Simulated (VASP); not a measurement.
## TiPt3: structure and properties in VASP

Aim: relax TiPt3, then compute properties on the relaxed cell. The steps: relaxing cell and atoms (r2SCAN), second relaxation, density, ELF and potential (r2SCAN), band structure (r2SCAN), total and projected DOS (r2SCAN), volume scan with r2SCAN, fit for r2SCAN and optical spectrum (r2SCAN). The start is a cell from a database of measured crystal structures.

Main program and level: VASP 6.6.1; r2SCAN; plane waves and PAW (Ti_sv, Pt).

Most raw output is cut from this account.

The database entry behind the starting cell is an old determination (1943), so it need not match the best structure at ambient conditions.

## (1) Starting point

Before any relaxation, the start is as follows. Symmetry: Pm-3m, No. 221, cubic system. Conventional cell: a = 3.897 Å, b = 3.897 Å, c = 3.897 Å, α = 90.00°, β = 90.00°, γ = 90.00°. Nearest to Ti lie 12 Pt at 2.76 Å. Pt has 4 Ti at 2.76 Å and 8 Pt at 2.76 Å nearest. Farther neighbours are not listed.

As a file:

```xyz
4
Lattice="3.8970 0.0000 0.0000 0.0000 3.8970 0.0000 0.0000 0.0000 3.8970" Properties=species:S:1:pos:R:3 pbc="T T T"
Ti    0.0000    0.0000    0.0000
Pt    0.0000    1.9485    1.9485
Pt    1.9485    0.0000    1.9485
Pt    1.9485    1.9485    0.0000
```

## (2) Relaxing cell and atoms (r2SCAN)

The start need not lie at this functional's minimum. ISIF = 3 frees volume, shape and positions, and EDIFFG sets the threshold on forces and stress at which the search stops. r2SCAN adds the kinetic-energy density, costs more than a GGA and is run with LASPH.

Input file INCAR:

```
SYSTEM = TiPt3
PREC = Accurate
ENCUT = 400
EDIFF = 1E-06
NELM = 100
ISMEAR = 1
SIGMA = 0.2
LREAL = .FALSE.
ALGO = Normal
METAGGA = R2SCAN
LASPH = .TRUE.
NBANDS = 27
LORBIT = 11
LWAVE = .FALSE.
LCHARG = .FALSE.
KPAR = 4
IBRION = 2
NSW = 60
ISIF = 3
EDIFFG = -0.01
```

Input file POSCAR:

```
TiPt3
1.0
    3.8970000000      0.0000000000      0.0000000000
    0.0000000000      3.8970000000      0.0000000000
    0.0000000000      0.0000000000      3.8970000000
Ti Pt
1 3
Direct
    0.0000000000      0.0000000000      0.0000000000
    0.0000000000      0.5000000000      0.5000000000
    0.5000000000      0.0000000000      0.5000000000
    0.5000000000      0.5000000000      0.0000000000
```

Input file KPOINTS:

```
Automatic mesh
0
Gamma
7 7 7
0 0 0
```

Potentials, in the order of the species: Ti_sv and Pt (PBE family, release 64).

Command:

```sh
$ mpirun -np 4 vasp_std
```

Elapsed: 70 s, on 4 MPI ranks of AMD EPYC 7R43, shared host; peak memory 0.61 GiB; 4.6 min of CPU time.

The k-mesh is coarse for a metal. The PAW data sets were made with PBE, which is usual practice but a small mismatch for other functionals. The run keeps the 48 symmetry operations of its start, so it cannot find a distortion of lower symmetry.

Step by step:

| step | energy less that of the first step (eV) | largest force (eV/Å) | pressure (GPa) | volume (Å³) |
| --- | --- | --- | --- | --- |
| 1 | 0.0000 | 0.0000 | 5.63 | 59.18 |
| 2 | 0.1146 | 0.0000 | -12.29 | 63.75 |
| 3 | -0.0210 | 0.0000 | -0.06 | 60.43 |

| conventional cell, symmetrised | before | after | change |
| --- | --- | --- | --- |
| a (Å) | 3.897 | 3.924 | +0.7 % |
| b (Å) | 3.897 | 3.924 | +0.7 % |
| c (Å) | 3.897 | 3.924 | +0.7 % |
| volume (Å³/atom) | 14.80 | 15.11 | +2.1 % |

Final coordinates:

```xyz
4
Lattice="3.9242 0.0000 0.0000 0.0000 3.9242 0.0000 0.0000 0.0000 3.9242" Properties=species:S:1:pos:R:3 pbc="T T T"
Ti    0.0000    0.0000    0.0000
Pt    0.0000    1.9621    1.9621
Pt    1.9621    0.0000    1.9621
Pt    1.9621    1.9621    0.0000
```

Numbers from this step:

```yaml
electrons: 42
bands: 27
irreducible_k_points: 20
symmetry_operations: 48
free_energy_toten: -171.1268 eV
energy_at_zero_smearing: -171.1308 eV
fermi_energy: 11.43 eV
pressure: -0.06210 GPa
metallic: yes
scf_cycles_over_all_ionic_steps: 37
```

It ends with forces that vanish by symmetry and a pressure of -0.06 GPa. The volume lies +2.1 % from that of the database's start.

## (3) Second relaxation

The basis stayed that of the start cell while the cell moved. A rerun from the cell reached resets it; the error of the finite cutoff stays.

INCAR is that of step 2.

Input file POSCAR:

```
TiPt3
1.0
    3.9242151558      0.0000000000      0.0000000000
    0.0000000000      3.9242151558      0.0000000000
    0.0000000000      0.0000000000      3.9242151558
Ti Pt
1 3
Direct
    0.0000000000      0.0000000000      0.0000000000
    0.0000000000      0.5000000000      0.5000000000
    0.5000000000      0.0000000000      0.5000000000
    0.5000000000      0.5000000000      0.0000000000
```

KPOINTS is that of step 2.

Command:

```sh
$ mpirun -np 4 vasp_std
```

The job ended after 28 s (4 MPI ranks; peak memory 0.53 GiB).

Little changed from the start: no atom moved by 0.005 Å and no cell edge by 0.1 %.

This step gave:

```yaml
free_energy_toten: -171.1293 eV
energy_at_zero_smearing: -171.1334 eV
pressure: -0.05851 GPa
scf_cycles_over_all_ionic_steps: 15
```

It ends with forces that vanish by symmetry and a pressure of -0.06 GPa. The volume moved by under 0.01 %: the run met its threshold at the first step.

## (4) Density, ELF and potential (r2SCAN)

A single point on the relaxed cell gives a clean self-consistent state, with density, ELF and potential written out.

Changes to INCAR since step 3:

```diff
@@ -14,7 +14,5 @@
 LWAVE = .FALSE.
-LCHARG = .FALSE.
-KPAR = 4
-IBRION = 2
-NSW = 60
-ISIF = 3
-EDIFFG = -0.01
+LCHARG = .TRUE.
+ISIF = 2
+LELF = .TRUE.
+LVHAR = .TRUE.
```

POSCAR is that of step 3.

KPOINTS is that of step 3.

Command:

```sh
$ mpirun -np 4 vasp_std
```

The job ended after 27 s (4 MPI ranks; peak memory 0.39 GiB; 1.7 min of CPU time).

This step gave:

| Quantity | Value |
| --- | --- |
| SCF cycles | 15 |
| bands | 28 |
| pressure | -0.06804 GPa |

Valence electrons inside each PAW sphere by angular momentum. Sphere charges, by row:

| atom | s (e) | p (e) | d (e) | tot (e) |
| --- | --- | --- | --- | --- |
| Ti1 | 2.203 | 6.155 | 1.732 | 10.09 |
| Pt2 | 0.694 | 0.655 | 8.067 | 9.415 |
| Pt3 | 0.694 | 0.655 | 8.067 | 9.415 |
| Pt4 | 0.694 | 0.655 | 8.067 | 9.415 |

ELF in the ac plane at fractional y = 0.000, with atoms of Ti and Pt within 0.2 Å of it. It is the smooth field of the valence electrons, not physical close to the nuclei.

Ten even steps from '0' (0.00) to '9' (0.97), each cell a mean:
```
98410122210258
65211222221135
22113333332112
00133333343210
11234311234321
12333100023322
22233000013322
12233100013322
11333210133321
01234333343310
11123333333111
54212322321124
97411122210258
99510112110269
```
Columns run along a (3.9 Å), rows up along c (3.9 Å). Atoms in or near the plane, at fractional coordinates: Ti at (0.00, 0.00), Pt at (0.50, 0.50).

Valence density in the ac plane at fractional y = 0.000, with atoms of Ti and Pt within 0.2 Å of it. It is the smooth field of the valence electrons, not physical close to the nuclei.

Values in e/Å³, 14 rows by 14 columns, each cell a mean:
```
11  7  2  1  0  0  0  0  0  0  0  1  4  8
 5  3  1  0  0  0  0  0  0  0  0  1  2  4
 1  1  0  0  0  0  0  0  0  0  0  0  1  1
 0  0  0  0  0  1  1  1  1  1  0  0  0  0
 0  0  0  0  1  1  2  2  2  1  1  0  0  0
 0  0  0  1  1  2  3  3  3  2  1  0  0  0
 0  0  0  1  1  2  3  4  3  2  1  0  0  0
 0  0  0  1  1  2  3  3  3  2  1  0  0  0
 0  0  0  0  1  2  2  2  2  1  1  0  0  0
 0  0  0  0  1  1  1  1  1  1  0  0  0  0
 1  1  0  0  0  0  1  1  1  0  0  0  0  1
 3  2  1  0  0  0  0  0  0  0  0  0  1  2
 9  6  2  1  0  0  0  0  0  0  0  1  3  7
14  9  3  1  0  0  0  0  0  0  0  1  5 11
```
Columns run along a (3.9 Å), rows up along c (3.9 Å). Atoms in or near the plane, at fractional coordinates: Ti at (0.00, 0.00), Pt at (0.50, 0.50).

Electrostatic potential energy in the ac plane at fractional y = 0.000, with atoms of Ti and Pt within 0.2 Å of it. With pseudopotentials it is smooth inside the atoms' cores, unlike the true potential.

Values in eV, 14 rows by 14 columns, each cell a mean:
```
-66 -61 -42 -18  -4   0   2   2   2  -1  -6 -25 -50 -63
-54 -47 -29 -10  -3   0   1   1   1  -1  -4 -15 -36 -50
-28 -23 -11  -4  -2  -2  -4  -4  -3  -2  -3  -6 -15 -25
 -7  -6  -3  -3  -4 -13 -21 -25 -20 -10  -3  -3  -4  -6
 -1  -1  -1  -3 -14 -33 -46 -50 -44 -27 -10  -2  -1  -1
  2   2   0  -6 -27 -51 -63 -66 -61 -44 -20  -3   1   2
  2   2   0  -8 -32 -57 -67 -68 -66 -50 -25  -4   1   2
  2   2   0  -7 -29 -53 -65 -67 -63 -46 -21  -4   1   2
  0   0  -1  -4 -19 -40 -53 -57 -51 -33 -13  -2   0   0
 -5  -4  -3  -2  -6 -19 -29 -32 -27 -14  -4  -2  -3  -4
-21 -16  -8  -4  -2  -4  -7  -8  -6  -3  -3  -4 -10 -18
-46 -40 -23  -8  -3  -1   0   0   0  -1  -3 -11 -29 -42
-64 -58 -40 -16  -4   0   2   2   2  -1  -6 -23 -47 -61
-68 -64 -46 -21  -5   0   2   2   2  -1  -7 -28 -54 -66
```
Columns run along a (3.9 Å; values clipped at the 3rd and 97th percentile), rows up along c (3.9 Å). Atoms in or near the plane, at fractional coordinates: Ti at (0.00, 0.00), Pt at (0.50, 0.50).

In this run the pressure is -0.07 GPa, small enough to go on.

## (5) Band structure (r2SCAN)

The mesh alone shows little of the dispersion and can miss band extrema, so KPOINTS_OPT adds a path through the symmetry points after the self-consistent cycle.

Input file INCAR:

```
SYSTEM = TiPt3
PREC = Accurate
ENCUT = 400
EDIFF = 1E-06
NELM = 100
ISMEAR = 1
SIGMA = 0.2
LREAL = .FALSE.
ALGO = Normal
METAGGA = R2SCAN
LASPH = .TRUE.
NBANDS = 35
LORBIT = 11
LWAVE = .FALSE.
LCHARG = .FALSE.
KPAR = 4
```

POSCAR is that of step 4.

KPOINTS is that of step 4.

Input file KPOINTS_OPT:

```
Line mode
16
Line-mode
Reciprocal
  0.00000000   0.00000000   0.00000000 GAMMA
  0.00000000   0.50000000   0.00000000 X

  0.00000000   0.50000000   0.00000000 X
  0.50000000   0.50000000   0.00000000 M

  0.50000000   0.50000000   0.00000000 M
  0.00000000   0.00000000   0.00000000 GAMMA

  0.00000000   0.00000000   0.00000000 GAMMA
  0.50000000   0.50000000   0.50000000 R

  0.50000000   0.50000000   0.50000000 R
  0.00000000   0.50000000   0.00000000 X

  0.50000000   0.50000000   0.00000000 M
  0.50000000   0.50000000   0.50000000 R
```

Command:

```sh
$ mpirun -np 4 vasp_std
```

Run time: 91 s. Hardware: 4 MPI ranks; peak memory 0.64 GiB.

Spin-orbit coupling is off here; with elements this heavy it splits and shifts levels by tenths of an eV or more.

Numbers from this step:

- SCF cycles: 16
- bands: 35
- pressure: -0.06805 GPa

Electronic bands along the path, in eV, zero at the Fermi level; # counts the bands kept:

| point | #14 | #15 | #16 | #17 | #18 | #19 | #20 | #21 |
| --- | --- | --- | --- | --- | --- | --- | --- | --- |
| Γ | -0.03 | -0.03 | -0.03 | 1.40 | 1.40 | 1.57 | 1.57 | 1.57 |
| 0.53 of the way | -1.81 | -1.57 | -1.41 | -0.03 | 0.49 | 0.49 | 1.03 | 1.05 |
| X | -2.79 | -2.76 | -1.52 | -0.25 | -0.25 | -0.03 | 0.54 | 0.79 |
| 0.53 of the way | -2.66 | -2.48 | -1.97 | -1.50 | 0.18 | 0.53 | 0.65 | 0.94 |
| M | -3.27 | -2.45 | -2.45 | -2.34 | 0.17 | 0.17 | 0.44 | 1.45 |
| 0.47 of the way | -2.64 | -1.94 | -1.25 | -1.03 | 0.48 | 0.67 | 0.70 | 1.08 |
| Γ | -0.03 | -0.03 | -0.03 | 1.40 | 1.40 | 1.57 | 1.57 | 1.57 |
| 0.47 of the way | -2.40 | -2.40 | -1.46 | -0.39 | 0.32 | 0.32 | 1.16 | 1.16 |
| R | -0.76 | -0.76 | -0.76 | -0.55 | -0.55 | -0.55 | 1.14 | 1.14 |
| 0.47 of the way | -2.85 | -2.78 | -1.84 | -0.79 | 0.39 | 0.64 | 0.66 | 0.84 |
| X | -2.79 | -2.76 | -1.52 | -0.25 | -0.25 | -0.03 | 0.54 | 0.79 |
| jump to M | -3.27 | -2.45 | -2.45 | -2.34 | 0.17 | 0.17 | 0.44 | 1.45 |
| 0.53 of the way | -2.69 | -2.69 | -1.81 | -1.17 | 0.59 | 0.59 | 1.10 | 1.13 |
| R | -0.76 | -0.76 | -0.76 | -0.55 | -0.55 | -0.55 | 1.14 | 1.14 |

Of the projections kept (Ti, Pt), the largest for each band there; the rest of the weight can lie on other orbitals:

| point | #14 | #15 | #16 | #17 | #18 | #19 | #20 | #21 |
| --- | --- | --- | --- | --- | --- | --- | --- | --- |
| Γ | Pt 1.00 | Pt 1.00 | Pt 1.00 | Ti 0.70 | Ti 0.70 | Pt 0.87 | Pt 0.87 | Pt 0.87 |
| X | Pt 0.99 | Pt 1.00 | Pt 1.00 | Ti 0.77 | Ti 0.77 | Pt 1.00 | Ti 0.94 | Ti 0.72 |
| M | Pt 1.00 | Pt 1.00 | Ti 0.55 | Pt 1.00 | Ti 0.81 | Ti 0.81 | Ti 0.98 | Pt 0.98 |
| Γ | Pt 1.00 | Pt 1.00 | Pt 1.00 | Ti 0.70 | Ti 0.70 | Pt 0.87 | Pt 0.87 | Pt 0.87 |
| R | Pt 0.82 | Pt 0.82 | Pt 0.82 | Pt 1.00 | Pt 1.00 | Pt 1.00 | Ti 0.55 | Ti 0.55 |
| X | Pt 0.99 | Pt 1.00 | Pt 1.00 | Ti 0.77 | Ti 0.77 | Pt 1.00 | Ti 0.94 | Ti 0.72 |

There is no gap at this level.

## (6) Total and projected DOS (r2SCAN)

Here the states are counted by energy and projected on the atoms. The mesh is finer than in the run before.

Changes to INCAR since step 5:

```diff
@@ -5,3 +5,3 @@
 NELM = 100
-ISMEAR = 1
+ISMEAR = -5
 SIGMA = 0.2
@@ -16 +16,2 @@
 KPAR = 4
+NEDOS = 2001
```

POSCAR is that of step 5.

Input file KPOINTS:

```
Automatic mesh
0
Gamma
10 10 10
0 0 0
```

Command:

```sh
$ mpirun -np 4 vasp_std
```

The job ended after 84 s (4 MPI ranks; peak memory 0.7 GiB; 5.5 min of CPU time).

With tetrahedra the forces and stress of a metal are not exact derivatives of the energy.

Numbers from this step:

| Property | Result |
| --- | --- |
| irreducible k-points | 56 |
| free energy (TOTEN) | -171.1410 eV |
| Fermi energy | 11.41 eV |
| pressure | -0.02390 GPa |
| DOS at the Fermi level | 0.8970 states/eV/cell |

The density of states has structure finer than the step of the table below, so its rows give means over 0.5 eV, whole bins alone (the curve runs from -12.0 to 1.52 eV). Peaks (eV: height): total -3.60: 9.56, -2.57: 8.06, 0.50: 10.3, 1.01: 8.18; Pt d -6.33: 4.77, -4.62: 5.16, -3.60: 7.70, -2.57: 6.61; Ti d 0.50: 6.09, 0.84: 4.20; Pt p -4.28: 0.460, -2.57: 0.382, -1.72: 0.666, 0.33: 0.433; Pt s -7.61: 0.717, -6.67: 0.923, -4.19: 0.171, 1.01: 0.268.

States under -12.0 eV and over 1.5 eV are left out. Density of states against energy, zero at the Fermi level; means over each step; values in states/eV/cell:

| energy (eV) | total | Pt d | Ti d | Pt p | Pt s | Ti s |
| --- | --- | --- | --- | --- | --- | --- |
| -11.0 | 0 | 0 | 0 | 0 | 0 | 0 |
| -10.5 | 0.0183 | 1.3e-4 | 0 | 1.6e-4 | 0.0123 | 0.00104 |
| -10.0 | 0.166 | 0.00180 | 0 | 0.00405 | 0.109 | 0.00889 |
| -9.5 | 0.279 | 0.00650 | 1.8e-4 | 0.0119 | 0.175 | 0.0134 |
| -9.0 | 0.405 | 0.0199 | 7.2e-4 | 0.0238 | 0.241 | 0.0164 |
| -8.5 | 0.608 | 0.0586 | 0.00242 | 0.0421 | 0.337 | 0.0181 |
| -8.0 | 0.968 | 0.177 | 0.00900 | 0.0673 | 0.479 | 0.0166 |
| -7.5 | 1.56 | 0.635 | 0.0446 | 0.0664 | 0.539 | 0.0109 |
| -7.0 | 3.19 | 1.76 | 0.122 | 0.140 | 0.556 | 0.0673 |
| -6.5 | 6.57 | 4.44 | 0.228 | 0.250 | 0.617 | 0.0994 |
| -6.0 | 5.29 | 4.09 | 0.164 | 0.222 | 0.171 | 0.0425 |
| -5.5 | 4.36 | 3.33 | 0.128 | 0.260 | 0.0699 | 0.0196 |
| -5.0 | 4.73 | 3.71 | 0.134 | 0.258 | 0.0633 | 0.0110 |
| -4.5 | 5.99 | 4.59 | 0.222 | 0.376 | 0.136 | 0.0101 |
| -4.0 | 4.57 | 3.44 | 0.186 | 0.303 | 0.135 | 0.00667 |
| -3.5 | 7.12 | 5.56 | 0.503 | 0.295 | 0.147 | 0.00726 |
| -3.0 | 5.40 | 4.27 | 0.343 | 0.273 | 0.0906 | 0.00458 |
| -2.5 | 5.66 | 4.57 | 0.293 | 0.304 | 0.0717 | 0.00501 |
| -2.0 | 3.89 | 2.66 | 0.357 | 0.391 | 0.0692 | 0.0237 |
| -1.5 | 3.10 | 1.82 | 0.406 | 0.429 | 0.0527 | 0.0306 |
| -1.0 | 2.06 | 1.63 | 0.135 | 0.133 | 0.0173 | 0.00631 |
| -0.5 | 1.85 | 1.56 | 0.124 | 0.0715 | 0.0109 | 0.00258 |
| 0.0 | 1.49 | 0.518 | 0.737 | 0.0814 | 0.0107 | 0.00113 |
| 0.5 | 7.71 | 1.91 | 4.66 | 0.304 | 0.0615 | 0.00880 |
| 1.0 | 6.54 | 2.25 | 3.42 | 0.186 | 0.188 | 0.00677 |

The finer mesh and the other smearing move the Fermi level by -0.03 eV from the 7×7×7 run, a small shift, which tests the Fermi level alone. Of the states within 0.3 eV of the Fermi level, the largest shares in the PAW spheres are Ti d 50 %, Pt d 35 % and Pt p 5 %. The rest lies in smaller channels or between the spheres.

## (7) Volume scan with r2SCAN

An equation of state needs energies on both sides of the minimum, all on one mesh and cutoff.

Input file INCAR:

```
SYSTEM = TiPt3
PREC = Accurate
ENCUT = 400
EDIFF = 1E-06
NELM = 100
ISMEAR = 1
SIGMA = 0.2
LREAL = .FALSE.
ALGO = Normal
METAGGA = R2SCAN
LASPH = .TRUE.
NBANDS = 27
LORBIT = 11
LWAVE = .FALSE.
LCHARG = .FALSE.
KPAR = 4
ISIF = 2
```

Input file POSCAR:

```
TiPt3
1.0
    3.8441066542      0.0000000000      0.0000000000
    0.0000000000      3.8441066542      0.0000000000
    0.0000000000      0.0000000000      3.8441066542
Ti Pt
1 3
Direct
    0.0000000000      0.0000000000      0.0000000000
    0.0000000000      0.5000000000      0.5000000000
    0.5000000000      0.0000000000      0.5000000000
    0.5000000000      0.5000000000      0.0000000000
```

Input file KPOINTS:

```
Automatic mesh
0
Gamma
7 7 7
0 0 0
```

Command:

```sh
$ mpirun -np 4 vasp_std
```

Run time: 30 s. Hardware: 4 MPI ranks; peak memory 0.56 GiB.

The scan keeps the cell's shape and the fractional positions fixed.

Numbers from this step:

```
bands                   : 27
irreducible k-points    : 20
free energy (TOTEN)     : -170.9250 eV
energy at zero smearing : -170.9285 eV
Fermi energy            : 12.59 eV
pressure                : 18.64 GPa
```

The pressure here is 18.64 GPa.

## (8) Volume scan with r2SCAN (run 2)

INCAR is that of step 7.

Input file POSCAR:

```
TiPt3
1.0
    3.8711787198      0.0000000000      0.0000000000
    0.0000000000      3.8711787198      0.0000000000
    0.0000000000      0.0000000000      3.8711787198
Ti Pt
1 3
Direct
    0.0000000000      0.0000000000      0.0000000000
    0.0000000000      0.5000000000      0.5000000000
    0.5000000000      0.0000000000      0.5000000000
    0.5000000000      0.5000000000      0.0000000000
```

KPOINTS is that of step 7.

Command:

```sh
$ mpirun -np 4 vasp_std
```

Wall time 30 s (4 MPI ranks); peak memory 0.55 GiB.

This step gave:

```yaml
free_energy_toten: -171.0410 eV
energy_at_zero_smearing: -171.0446 eV
fermi_energy: 12.19 eV
pressure: 11.65 GPa
```

The pressure falls from 18.64 to 11.65 GPa.

The run ends at a pressure of 11.65 GPa.

## (9) Volume scan with r2SCAN (run 3)

INCAR is that of step 8.

Input file POSCAR:

```
TiPt3
1.0
    3.8978773478      0.0000000000      0.0000000000
    0.0000000000      3.8978773478      0.0000000000
    0.0000000000      0.0000000000      3.8978773478
Ti Pt
1 3
Direct
    0.0000000000      0.0000000000      0.0000000000
    0.0000000000      0.5000000000      0.5000000000
    0.5000000000      0.0000000000      0.5000000000
    0.5000000000      0.5000000000      0.0000000000
```

KPOINTS is that of step 8.

Command:

```sh
$ mpirun -np 4 vasp_std
```

Run time: 29 s. Hardware: 4 MPI ranks; peak memory 0.56 GiB; 1.9 min of CPU time.

The pressure falls from 11.65 to 5.44 GPa.

The run ends at a pressure of 5.44 GPa.

## (10) Volume scan with r2SCAN (run 4)

INCAR is that of step 9.

Input file POSCAR:

```
TiPt3
1.0
    3.9242151558      0.0000000000      0.0000000000
    0.0000000000      3.9242151558      0.0000000000
    0.0000000000      0.0000000000      3.9242151558
Ti Pt
1 3
Direct
    0.0000000000      0.0000000000      0.0000000000
    0.0000000000      0.5000000000      0.5000000000
    0.5000000000      0.0000000000      0.5000000000
    0.5000000000      0.5000000000      0.0000000000
```

KPOINTS is that of step 9.

Command:

```sh
$ mpirun -np 4 vasp_std
```

Wall time 28 s (4 MPI ranks); peak memory 0.54 GiB.

The pressure falls from 5.44 to -0.06 GPa, so it vanishes between these two volumes.

## (11) Volume scan with r2SCAN (run 5)

INCAR is that of step 10.

Input file POSCAR:

```
TiPt3
1.0
    3.9502040930      0.0000000000      0.0000000000
    0.0000000000      3.9502040930      0.0000000000
    0.0000000000      0.0000000000      3.9502040930
Ti Pt
1 3
Direct
    0.0000000000      0.0000000000      0.0000000000
    0.0000000000      0.5000000000      0.5000000000
    0.5000000000      0.0000000000      0.5000000000
    0.5000000000      0.5000000000      0.0000000000
```

KPOINTS is that of step 10.

Command:

```sh
$ mpirun -np 4 vasp_std
```

The job ended after 28 s (4 MPI ranks; peak memory 0.55 GiB; 1.8 min of CPU time).

The pressure falls from -0.06 to -4.95 GPa.

The run ends at a pressure of -4.95 GPa.

## (12) Volume scan with r2SCAN (run 6)

INCAR is that of step 11.

Input file POSCAR:

```
TiPt3
1.0
    3.9758554877      0.0000000000      0.0000000000
    0.0000000000      3.9758554877      0.0000000000
    0.0000000000      0.0000000000      3.9758554877
Ti Pt
1 3
Direct
    0.0000000000      0.0000000000      0.0000000000
    0.0000000000      0.5000000000      0.5000000000
    0.5000000000      0.0000000000      0.5000000000
    0.5000000000      0.5000000000      0.0000000000
```

KPOINTS is that of step 11.

Command:

```sh
$ mpirun -np 4 vasp_std
```

The job ended after 28 s (4 MPI ranks; peak memory 0.55 GiB).

The pressure falls from -4.95 to -9.28 GPa.

The run ends at a pressure of -9.28 GPa.

(Part 1 of 2 ends here.)

[Lines on the potential files, build, host, timing and source positions are cut from VASP's logs without a mark.]

[Logs are printed without paths, hosts, clocks, repeated set-up lines and the standing remarks that a program may print on its own settings, such as how far it seeks lower states.]

[Hosts, paths, dates, database ids (printed as entryN), source tags and the programs' standing remarks are cut or masked in the printed files.]

[A measured line is paired with the nearest computed mode of its activity, which favours agreement.]
